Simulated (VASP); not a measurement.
```xyz
2
Lattice="1.3631 -2.3610 0.0000 1.3631 2.3610 0.0000 0.0000 0.0000 4.3674" Properties=species:S:1:pos:R:3 pbc="T T T"
Tc     1.3631     0.7870     1.0919
Tc     1.3631    -0.7870     3.2756
```

Level of theory: PBE GGA with D3 dispersion (Becke-Johnson damping), VASP's PBE PAW potentials (set 64) (plane waves; VASP). Run with 520 eV cut-off, Gaussian smearing of 0.050 eV, potentials Tc_pv.

Q: Give the energies of bands 7 to 16 at the high-symmetry points, in eV from the Fermi level.

A: 
```tsv
band	Γ	M	K	A	L	H
7	-7.38	-5.49	-4.89	-5.44	-5.42	-3.93
8	-5.53	-4.83	-3.44	-5.44	-5.42	-3.93
9	-1.59	-4.67	-3.44	-1.91	-3.78	-3.35
10	-1.59	-1.96	-2.95	-1.91	-3.78	-3.35
11	-1.51	-1.16	-1.92	-1.73	0.13	-1.80
12	-0.85	-0.92	-1.92	-1.73	0.13	-1.80
13	-0.85	-0.50	-0.04	-1.73	1.47	-0.10
14	-0.14	3.00	2.37	-1.73	1.47	-0.10
15	-0.14	3.41	2.37	1.91	3.26	2.67
16	1.74	3.44	2.78	1.91	3.26	2.67
```

It has no gap at this level: it comes out as a metal or semimetal.

The compound is Tc in the hcp structure. It was relaxed first.
